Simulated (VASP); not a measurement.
Consider the following.

```
CdSe
1.0
    0.00000     2.78377     2.78377
    2.78377     0.00000     2.78377
    2.78377     2.78377     0.00000
Cd Se
1 1
Direct
  0.00000   0.00000   0.00000
  0.50000   0.50000   0.50000
```

Calculation: LDA (Ceperley-Alder, Perdew-Zunger) with spin-orbit coupling, VASP's LDA PAW potentials (set 64) (plane waves; VASP). Run with 400 eV cut-off, 10×10×10 Γ-centred mesh, Gaussian smearing of 0.050 eV, potentials Cd Se.

### Question
Predict the energy per atom (σ→0), band gap (over mesh and band path) with the smallest direct gap where there is one.

### Answer

```yaml
band gap (over mesh and band path): none (metal, semimetal or under 0.01 eV)
energy per atom (σ→0): -3.324 eV/atom
```

Only differences to runs with the same potentials and settings are physical.

The structure comes from a computed database's CdSe entry (Fm-3m); how it stands against other phases isn't given here. It was relaxed first, which changed the volume by -9 %.
